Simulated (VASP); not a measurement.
Calculation: PBE GGA, VASP's PBE PAW potentials (set 64) (plane waves; VASP).

A VASP calculation is set up with these files.

### POSCAR
```
Cd31ClTe31
1
   13.2498873591     0.0000000000     0.0000000000
    0.0000000000    13.2498873591    -0.0000000000
   -0.0000000000    -0.0000000000    13.2498873591
Cd Te Cl
31 31 1
Direct
  0.5000000000   0.0000000000   0.0000000000
  0.7500000000   0.2500000000   0.0000000000
  0.7500000000   0.0000000000   0.2500000000
  0.0000000000   0.0000000000   0.0000000000
  0.2500000000   0.2500000000   0.0000000000
  0.5000000000   0.5000000000   0.0000000000
  0.7500000000   0.7500000000   0.0000000000
  0.2500000000   0.0000000000   0.2500000000
  0.7500000000   0.5000000000   0.2500000000
  0.5000000000   0.0000000000   0.5000000000
  0.7500000000   0.2500000000   0.5000000000
  0.7500000000   0.0000000000   0.7500000000
  0.0000000000   0.5000000000   0.0000000000
  0.2500000000   0.7500000000   0.0000000000
  0.0000000000   0.2500000000   0.2500000000
  0.2500000000   0.5000000000   0.2500000000
  0.5000000000   0.7500000000   0.2500000000
  0.0000000000   0.0000000000   0.5000000000
  0.2500000000   0.2500000000   0.5000000000
  0.5000000000   0.5000000000   0.5000000000
  0.7500000000   0.7500000000   0.5000000000
  0.2500000000   0.0000000000   0.7500000000
  0.5000000000   0.2500000000   0.7500000000
  0.7500000000   0.5000000000   0.7500000000
  0.0000000000   0.7500000000   0.2500000000
  0.0000000000   0.5000000000   0.5000000000
  0.2500000000   0.7500000000   0.5000000000
  0.0000000000   0.2500000000   0.7500000000
  0.2500000000   0.5000000000   0.7500000000
  0.5000000000   0.7500000000   0.7500000000
  0.0000000000   0.7500000000   0.7500000000
  0.6216660000   0.1272140000   0.1262060000
  0.8750000000   0.3750000000   0.1250000000
  0.8750000000   0.1250000000   0.3750000000
  0.1250000000   0.1250000000   0.1250000000
  0.3715680000   0.3766820000   0.1233980000
  0.6250000000   0.6250000000   0.1250000000
  0.8750000000   0.8750000000   0.1250000000
  0.3768790000   0.1279920000   0.3721760000
  0.8750000000   0.6250000000   0.3750000000
  0.6250000000   0.1250000000   0.6250000000
  0.8750000000   0.3750000000   0.6250000000
  0.8750000000   0.1250000000   0.8750000000
  0.1250000000   0.6250000000   0.1250000000
  0.3750000000   0.8750000000   0.1250000000
  0.1250000000   0.3750000000   0.3750000000
  0.3750000000   0.6250000000   0.3750000000
  0.6250000000   0.8750000000   0.3750000000
  0.1250000000   0.1250000000   0.6250000000
  0.3750000000   0.3750000000   0.6250000000
  0.6250000000   0.6250000000   0.6250000000
  0.8750000000   0.8750000000   0.6250000000
  0.3750000000   0.1250000000   0.8750000000
  0.6250000000   0.3750000000   0.8750000000
  0.8750000000   0.6250000000   0.8750000000
  0.1250000000   0.8750000000   0.3750000000
  0.1250000000   0.6250000000   0.6250000000
  0.3750000000   0.8750000000   0.6250000000
  0.1250000000   0.3750000000   0.8750000000
  0.3750000000   0.6250000000   0.8750000000
  0.6250000000   0.8750000000   0.8750000000
  0.1250000000   0.8750000000   0.8750000000
  0.6271370000   0.3776080000   0.3775410000
```

**INCAR**
```
SYSTEM=Cd31ClTe31
PREC=Normal; ENCUT=400; LREAL=Auto
LASPH=.TRUE.; ISYM=0; NELECT=566.0
EDIFF=1E-5; NELM=100; NELMIN=4
ALGO=Fast; LMAXMIX=4
ISMEAR=0; SIGMA=0.05
GGA=PE
IBRION=2; NSW=70; ISIF=2
EDIFFG=-0.03
LWAVE=.FALSE.; LCHARG=.FALSE.
```

**KPOINTS**
```
Automatic mesh
0
Gamma
1 1 1
0 0 0
```

POTCAR, in this order: Cd Te Cl (PBE.64 set). Program: vasp_gam.

Output of the run:

### OSZICAR
```
...
  11 F= -.14730227E+03 E0= -.14730227E+03  d E =-.769478E-01
       N       E                     dE             d eps       ncg     rms          rms(c)
DAV:   1    -0.147300725532E+03    0.15437E-02   -0.22511E+01   688   0.760E+00    0.873E-01
RMM:   2    -0.147316257513E+03   -0.15532E-01   -0.19019E-01   680   0.742E-01    0.202E-01
RMM:   3    -0.147319218668E+03   -0.29612E-02   -0.33170E-02   694   0.297E-01    0.272E-01
RMM:   4    -0.147319085569E+03    0.13310E-03   -0.37083E-03   695   0.109E-01    0.191E-01
RMM:   5    -0.147318897979E+03    0.18759E-03   -0.18181E-03   685   0.579E-02    0.534E-02
RMM:   6    -0.147318923358E+03   -0.25378E-04   -0.26331E-04   701   0.233E-02    0.485E-02
RMM:   7    -0.147318894318E+03    0.29040E-04   -0.14834E-04   561   0.134E-02    0.216E-02
RMM:   8    -0.147318899445E+03   -0.51273E-05   -0.34799E-05   450   0.735E-03
  12 F= -.14731890E+03 E0= -.14731890E+03  d E =-.166317E-01
       N       E                     dE             d eps       ncg     rms          rms(c)
DAV:   1    -0.147317423701E+03    0.14706E-02   -0.54861E+00   720   0.376E+00    0.423E-01
RMM:   2    -0.147321184229E+03   -0.37605E-02   -0.45968E-02   680   0.365E-01    0.985E-02
RMM:   3    -0.147321892831E+03   -0.70860E-03   -0.79420E-03   694   0.146E-01    0.134E-01
RMM:   4    -0.147321860849E+03    0.31983E-04   -0.90328E-04   693   0.537E-02    0.932E-02
RMM:   5    -0.147321819070E+03    0.41779E-04   -0.45574E-04   685   0.289E-02    0.267E-02
RMM:   6    -0.147321823722E+03   -0.46521E-05   -0.58407E-05   523   0.111E-02
  13 F= -.14732182E+03 E0= -.14732182E+03  d E =-.195559E-01
       N       E                     dE             d eps       ncg     rms          rms(c)
DAV:   1    -0.147321425160E+03    0.39391E-03   -0.70346E-01   728   0.134E+00    0.151E-01
RMM:   2    -0.147321931680E+03   -0.50652E-03   -0.61283E-03   680   0.131E-01    0.369E-02
RMM:   3    -0.147322024986E+03   -0.93306E-04   -0.10488E-03   695   0.527E-02    0.515E-02
RMM:   4    -0.147322018639E+03    0.63476E-05   -0.11358E-04   677   0.191E-02    0.351E-02
RMM:   5    -0.147322014185E+03    0.44538E-05   -0.68475E-05   490   0.108E-02
  14 F= -.14732201E+03 E0= -.14732201E+03  d E =-.197464E-01
       N       E                     dE             d eps       ncg     rms          rms(c)
DAV:   1    -0.147320770486E+03    0.12482E-02   -0.71986E+00   688   0.402E+00    0.559E-01
RMM:   2    -0.147326579029E+03   -0.58085E-02   -0.71678E-02   680   0.424E-01    0.116E-01
RMM:   3    -0.147327712354E+03   -0.11333E-02   -0.12531E-02   695   0.173E-01    0.165E-01
RMM:   4    -0.147327670126E+03    0.42228E-04   -0.13310E-03   688   0.635E-02    0.112E-01
RMM:   5    -0.147327618096E+03    0.52030E-04   -0.65483E-04   684   0.333E-02    0.311E-02
RMM:   6    -0.147327626932E+03   -0.88360E-05   -0.91186E-05   567   0.135E-02
  15 F= -.14732763E+03 E0= -.14732763E+03  d E =-.561275E-02
       N       E                     dE             d eps       ncg     rms          rms(c)
DAV:   1    -0.147325831307E+03    0.17868E-02   -0.29623E+00   720   0.259E+00    0.352E-01
RMM:   2    -0.147328303581E+03   -0.24723E-02   -0.29857E-02   680   0.273E-01    0.752E-02
RMM:   3    -0.147328757660E+03   -0.45408E-03   -0.50634E-03   693   0.111E-01    0.110E-01
RMM:   4    -0.147328738784E+03    0.18875E-04   -0.55662E-04   690   0.409E-02    0.767E-02
RMM:   5    -0.147328715270E+03    0.23514E-04   -0.29130E-04   637   0.218E-02    0.211E-02
RMM:   6    -0.147328718691E+03   -0.34202E-05   -0.37551E-05   480   0.863E-03
  16 F= -.14732872E+03 E0= -.14732872E+03  d E =-.670451E-02
       N       E                     dE             d eps       ncg     rms          rms(c)
DAV:   1    -0.147326252880E+03    0.24624E-02   -0.68692E+00   696   0.415E+00    0.472E-01
RMM:   2    -0.147331787923E+03   -0.55350E-02   -0.65145E-02   680   0.417E-01    0.953E-02
RMM:   3    -0.147332890047E+03   -0.11021E-02   -0.11770E-02   697   0.170E-01    0.160E-01
RMM:   4    -0.147332851738E+03    0.38309E-04   -0.11990E-03   702   0.616E-02    0.113E-01
RMM:   5    -0.147332770441E+03    0.81297E-04   -0.55789E-04   688   0.306E-02    0.320E-02
RMM:   6    -0.147332787488E+03   -0.17047E-04   -0.10663E-04   556   0.143E-02    0.292E-02
RMM:   7    -0.147332776078E+03    0.11410E-04   -0.86455E-05   456   0.885E-03    0.121E-02
RMM:   8    -0.147332776803E+03   -0.72473E-06   -0.59187E-06   402   0.389E-03
  17 F= -.14733278E+03 E0= -.14733278E+03  d E =-.405811E-02
       N       E                     dE             d eps       ncg     rms          rms(c)
DAV:   1    -0.147331226813E+03    0.15493E-02   -0.29420E+00   704   0.272E+00    0.304E-01
RMM:   2    -0.147333568101E+03   -0.23413E-02   -0.27550E-02   680   0.272E-01    0.615E-02
RMM:   3    -0.147334037178E+03   -0.46908E-03   -0.49984E-03   699   0.111E-01    0.104E-01
RMM:   4    -0.147334019877E+03    0.17302E-04   -0.50069E-04   697   0.400E-02    0.736E-02
RMM:   5    -0.147333986110E+03    0.33767E-04   -0.24004E-04   667   0.202E-02    0.205E-02
RMM:   6    -0.147333993745E+03   -0.76352E-05   -0.45500E-05   467   0.940E-03
  18 F= -.14733399E+03 E0= -.14733399E+03  d E =-.527505E-02
       N       E                     dE             d eps       ncg     rms          rms(c)
DAV:   1    -0.147321737329E+03    0.12249E-01   -0.11775E+01   680   0.545E+00    0.618E-01
RMM:   2    -0.147331224855E+03   -0.94875E-02   -0.11191E-01   680   0.548E-01    0.125E-01
RMM:   3    -0.147333131916E+03   -0.19071E-02   -0.20349E-02   699   0.223E-01    0.211E-01
RMM:   4    -0.147333056686E+03    0.75230E-04   -0.20140E-03   695   0.803E-02    0.147E-01
RMM:   5    -0.147332921138E+03    0.13555E-03   -0.92924E-04   686   0.402E-02    0.420E-02
RMM:   6    -0.147332952060E+03   -0.30922E-04   -0.19820E-04   643   0.192E-02    0.386E-02
RMM:   7    -0.147332931562E+03    0.20498E-04   -0.15371E-04   514   0.116E-02    0.160E-02
RMM:   8    -0.147332932644E+03   -0.10827E-05   -0.10290E-05   407   0.510E-03
  19 F= -.14733293E+03 E0= -.14733293E+03  d E =-.421395E-02
       N       E                     dE             d eps       ncg     rms          rms(c)
DAV:   1    -0.147328170440E+03    0.47611E-02   -0.62963E+00   680   0.399E+00    0.456E-01
RMM:   2    -0.147333195779E+03   -0.50253E-02   -0.60089E-02   680   0.401E-01    0.906E-02
RMM:   3    -0.147334227119E+03   -0.10313E-02   -0.10983E-02   699   0.164E-01    0.150E-01
RMM:   4    -0.147334204237E+03    0.22882E-04   -0.11422E-03   701   0.592E-02    0.111E-01
RMM:   5    -0.147334118082E+03    0.86154E-04   -0.51265E-04   690   0.290E-02    0.330E-02
RMM:   6    -0.147334132857E+03   -0.14774E-04   -0.10911E-04   560   0.143E-02    0.267E-02
RMM:   7    -0.147334120078E+03    0.12779E-04   -0.84190E-05   454   0.820E-03    0.107E-02
RMM:   8    -0.147334120507E+03   -0.42895E-06   -0.51443E-06   400   0.359E-03
  20 F= -.14733412E+03 E0= -.14733412E+03  d E =-.540182E-02
       N       E                     dE             d eps       ncg     rms          rms(c)
DAV:   1    -0.147327382355E+03    0.67377E-02   -0.88801E+00   680   0.473E+00    0.592E-01
RMM:   2    -0.147335465949E+03   -0.80836E-02   -0.95811E-02   680   0.490E-01    0.108E-01
RMM:   3    -0.147337213738E+03   -0.17478E-02   -0.18443E-02   698   0.203E-01    0.199E-01
RMM:   4    -0.147337168264E+03    0.45474E-04   -0.18135E-03   711   0.734E-02    0.145E-01
RMM:   5    -0.147337019657E+03    0.14861E-03   -0.72537E-04   688   0.338E-02    0.461E-02
RMM:   6    -0.147337053389E+03   -0.33732E-04   -0.23857E-04   650   0.191E-02    0.383E-02
RMM:   7    -0.147337032105E+03    0.21284E-04   -0.21693E-04   512   0.117E-02    0.176E-02
RMM:   8    -0.147337030983E+03    0.11225E-05   -0.76109E-06   400   0.442E-03
  21 F= -.14733703E+03 E0= -.14733703E+03  d E =-.291048E-02
```

OUTCAR:
```
------------------------ aborting loop because EDIFF is reached ----------------------------------------
  FORCE on cell =-STRESS in cart. coord.  units (eV):
  Direction    XX          YY          ZZ          XY          YZ          ZX
  --------------------------------------------------------------------------------------
  Total        0.6708082      0.5833151      0.5417952      0.5258534      0.5561474      0.4653171
  in kB        0.4620324      0.4017697      0.3731721      0.3621919      0.3830574      0.3204963
  external PRESSURE =       0.4123247 kB  Pullay stress =       0.0000000 kB
  volume of cell :     2326.14
      direct lattice vectors                 reciprocal lattice vectors
    13.249887359  0.000000000  0.000000000     0.075472340  0.000000000  0.000000000
     0.000000000 13.249887359  0.000000000     0.000000000  0.075472340  0.000000000
     0.000000000  0.000000000 13.249887359     0.000000000  0.000000000  0.075472340
  FREE ENERGIE OF THE ION-ELECTRON SYSTEM (eV)
  ---------------------------------------------------
  free  energy   TOTEN  =      -147.3370309827 eV

  energy  without entropy=     -147.3370309827  energy(sigma->0) =     -147.33703098

 reached required accuracy - stopping structural energy minimisation
```
(Selected blocks of OUTCAR.)

File CONTCAR:
```
Cd31ClTe31
   1.00000000000000
    13.2498873591000006    0.0000000000000000    0.0000000000000000
     0.0000000000000000   13.2498873591000006    0.0000000000000000
     0.0000000000000000    0.0000000000000000   13.2498873591000006
  Cd              Te              Cl
    31    31     1
Direct
     0.5065739302178547    0.0056513409678407    0.0054112472146939
     0.7411143217250353    0.2398431470679514    0.0029683549804551
     0.7410006205070225    0.0032610055957938    0.2396879803004127
     0.0003650515607505    0.0014658618491444    0.0013044258040219
     0.2558394047961602    0.2567449608217266    0.0053537968428608
     0.4888152532839419    0.4921574541039849    0.0040718282232472
     0.7480542633423731    0.7485749577714125    0.0014077805978707
     0.2562084547064072    0.0052375682144467    0.2564802432688934
     0.7532848638688580    0.5033091192536355    0.2469349674680799
     0.4889408367765917    0.0043575270775746    0.4920092306264593
     0.7531825962085059    0.2471268818776267    0.5031464212664186
     0.7481229163801655    0.0014532395609673    0.7483669121022486
     0.9984600662258882    0.4981353007212915    0.0010403004056888
     0.2508142545528884    0.7501743379111637    0.0011613760184296
     0.0013402211110799    0.2499795739556421    0.2500026942831512
     0.2530294166816788    0.4918600983341729    0.2388547312539556
     0.4998966928934541    0.7511170627399283    0.2500676048396738
     0.9986731750933242    0.0012090045352252    0.4984335087173263
     0.2537609650418715    0.2390681063364583    0.4915597794879578
     0.4977072440247396    0.5027468437465370    0.5025983058435384
     0.7482244102454937    0.7525287350945709    0.4977349367345207
     0.2508805911045716    0.0012605793974781    0.7503715361979527
     0.4998968292650995    0.2502874859806605    0.7512746037694568
     0.7481103257821553    0.4980565883348774    0.7521933186824518
     0.9996668367583272    0.7506174118068024    0.2497134242047091
     0.0023664759738068    0.4982495828401626    0.4980714326202566
     0.2511719161961018    0.7486869432735447    0.4978704315683971
     0.9996601211031839    0.2498866394171700    0.7501710230039267
     0.2510573942807790    0.4979832621080671    0.7486654481289826
     0.5001059276117299    0.7503301376227700    0.7499871366597942
     0.0003340018881094    0.7503621250556601    0.7502301991734134
     0.6130049044215703    0.1354717198373900    0.1352860416512361
     0.8709058782998050    0.3711169711930282    0.1245672470524907
     0.8709262216869885    0.1244727202388708    0.3711091086243506
     0.1268940080936917    0.1251157155771754    0.1250613858732139
     0.3852100778690369    0.3634224298364328    0.1355372532958263
     0.6210858543788806    0.6211673062146305    0.1250573509374195
     0.8738263105374202    0.8747901770726493    0.1247983329138528
     0.3856842370295785    0.1357489550996527    0.3627280254922270
     0.8749368781907352    0.6250372473153751    0.3758739935014874
     0.6211154343072062    0.1252036827248676    0.6211601467640512
     0.8749100768908397    0.3761517695103526    0.6247716886757571
     0.8738661045966213    0.1250029957172851    0.8744603376431193
     0.1237938014751415    0.6243324948219464    0.1246193633836701
     0.3751806724087121    0.8763041373317622    0.1247662736420453
     0.1271273955651583    0.3741719706605771    0.3741814338105602
     0.3746888216021645    0.6210227073150622    0.3711087712708656
     0.6236876188389805    0.8771979532622562    0.3746776211214324
     0.1243270607189309    0.1250989131246818    0.6240870429099431
     0.3748461968764445    0.3712959714121544    0.6210586263224409
     0.6260520759386312    0.6250381852831249    0.6247332064656991
     0.8743880258380036    0.8751661757819290    0.6244425075076996
     0.3750866230501054    0.1251009042767861    0.8764077959732564
     0.6237827713524022    0.3749534987653572    0.8771346551169861
     0.8743544692637548    0.6246004463799829    0.8751225222587170
     0.1252261871818977    0.8754674466214766    0.3742953040772498
     0.1250306118169030    0.6244846960129744    0.6243288917368038
     0.3747941787204635    0.8746580338584625    0.6240755036191610
     0.1251847945500699    0.3743730068175434    0.8753413762721125
     0.3747503520516440    0.6244043435686502    0.8743464194220386
     0.6244802744028329    0.8754751673496600    0.8752844607774286
     0.1251533470287887    0.8754616095757652    0.8753867952399087
     0.6462893558086480    0.3964637640678554    0.3963665363577133
```

The cell is charged, with a uniform compensating background. The supercell is sampled at Γ alone, which is coarse: total energies, pressure and levels can be off, energies of defects by several tenths of an eV.

The cell is a supercell with a defect, built from CdTe (zinc blende): Cl_Te-vac_Cd, charge -1. The run is not spin-polarised, so no state with unpaired spins was tried.
